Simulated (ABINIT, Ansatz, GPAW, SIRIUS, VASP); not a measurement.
# HfB: programs and potentials compared

```
Hf B
1.0
     0.00000    2.31000    2.31000
     2.31000    0.00000    2.31000
     2.31000    2.31000    0.00000
Hf B
1 1
Cartesian
  2.3100 2.3100 2.3100
  0.0000 0.0000 0.0000
```

Alike in all runs: task single point; functional PBEsol; k mesh 10 × 10 × 10; occupations fermi-dirac, width 0.05 eV; no spin polarisation; no spin-orbit coupling. Pressure is positive in compression and, in plane waves, holds the error of the finite cutoff.

```json
{"program and potentials": "SIRIUS, PseudoDojo 0.4.1 PBEsol standard (scalar relativistic)", "plane-wave cutoff (eV)": "1054", "notes": "7.5 valence electrons an atom on average", "band gap (eV)": "no gap", "pressure (GPa)": "24.61"}
{"program and potentials": "GPAW, PAW data sets generated for this functional", "plane-wave cutoff (eV)": "800", "notes": "7.5 valence electrons an atom on average", "band gap (eV)": "no gap", "pressure (GPa)": "25.59"}
{"program and potentials": "VASP, PBE PAW files B, Hf_pv, 520 eV", "plane-wave cutoff (eV)": "520", "notes": "potentials made for PBE; 6.5 valence electrons an atom on average", "band gap (eV)": "no gap", "pressure (GPa)": "24.33"}
{"program and potentials": "Ansatz, all-electron LAPW, scalar-relativistic", "plane-wave cutoff (eV)": "-", "notes": "-", "band gap (eV)": "no gap", "pressure (GPa)": "23.25"}
{"program and potentials": "ABINIT, PseudoDojo NC SR PBEsol v0.4.1 standard", "plane-wave cutoff (eV)": "1034", "notes": "7.5 valence electrons an atom on average", "band gap (eV)": "no gap", "pressure (GPa)": "24.62"}
```

None finds a gap. The pressure spans 23.25 (Ansatz, all-electron LAPW, scalar-relativistic) to 25.59 GPa (GPAW, PAW data sets generated for this functional), with all-electron results at 23.25. The cell lies far from this level's equilibrium.

Differences between rows come from potentials, basis sets and numerical settings, since the functional is the same but for its coding. Runs on potential files found faulty are left out.

All five runs put this rocksalt cell under strong compression, so it would expand if released. The metallic result follows from electron counting: the primitive cell holds an odd number of electrons, so without spin polarisation at least one band must stay partly filled. Compared with the isostructural carbide, boron supplies fewer electrons to the bonding states formed from its p and the hafnium d orbitals. Those states are left incompletely filled, which, together with boron's larger size, probably favours a wider lattice than the one imposed here.

SIRIUS and ABINIT, with closely matching pseudopotentials, give 24.61 and 24.62 GPa, so the choice of program hardly matters between them. The wider spread more likely reflects the description of the core and semicore shells. All the plane-wave values lie above the all-electron one, possibly in part because of a frozen hafnium 4f shell, though basis and numerical settings could contribute as well. A pressure at one fixed volume doesn't show whether rocksalt HfB is stable against hafnium diboride and hafnium metal.
